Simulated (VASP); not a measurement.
Ni, 1 atom in the cell. Symmetry: Fm-3m, No. 225, cubic system. The conventional cell has a = 3.524 Å, b = 3.524 Å, c = 3.524 Å, α = 90.00°, β = 90.00°, γ = 90.00°. Ni (site symmetry m-3m) is surrounded by 12 Ni at 2.49 Å. 

| Property | Result |
| --- | --- |
| Program | VASP 6.6.1 |
| Task | relaxation of cell and atoms |
| Functional | PBE |
| Potentials or basis | VASP PAW PBE potentials, release 64 (Ni) |
| Cutoff | 350 eV |
| k mesh | 20 × 20 × 20 |
| Occupations | gaussian, width 0.1 eV |
| Spin | collinear spin, ferromagnetic start |
| Starting moments | [0.8] μB |
| Further INCAR settings | ALGO = Normal; EDIFF = 1e-07; IBRION = 2; EDIFFG = -0.002; NSW = 80; ISIF = 3 |

Potentials or basis: VASP PAW PBE potentials, release 64 (Ni).

Command:

```sh
$ cat potpaw_PBE.64/Ni/POTCAR > POTCAR
$ mpirun -np 1 vasp_std > vasp.out
```

Hardware: 1 thread of Intel(R) Xeon(R) Platinum 8488C (Sapphire Rapids), with other jobs on the host.

Question: How long does it take, and how much memory?

Answer: Wall time 37 s on 1 thread of Intel(R) Xeon(R) Platinum 8488C (Sapphire Rapids), with other jobs on the host, peak memory 0.14 GiB. Counts: scf iterations 31, k points 256, ion steps 3.
